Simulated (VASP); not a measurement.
Given:

```yaml
crystal:
  lattice:
    - [2.62124, 0.00000, 0.00000]
    - [0.00000, 2.62124, 0.00000]
    - [0.00000, 0.00000, 2.62124]
  atoms:
    - { symbol: W, position: [0.00000, 0.00000, 0.00000] }
```

Computed with r2SCAN meta-GGA with spin-orbit coupling, VASP's PBE PAW potentials (set 64) (plane waves; VASP 6.6.1). Settings: 400 eV cut-off, 12×12×12 Γ-centred mesh, Gaussian smearing of 0.050 eV, potentials W_sv.

Give the stress tensor in GPa (positive for a compressed cell).

```
1.80  0.00  0.00
0.00  1.80  0.00
0.00  0.00  1.80
```
The pressure is its mean diagonal, 1.80 GPa.

The structure was generated: W was put into the simple-cubic type (Pm-3m), which need not be its known phase. It was relaxed first.
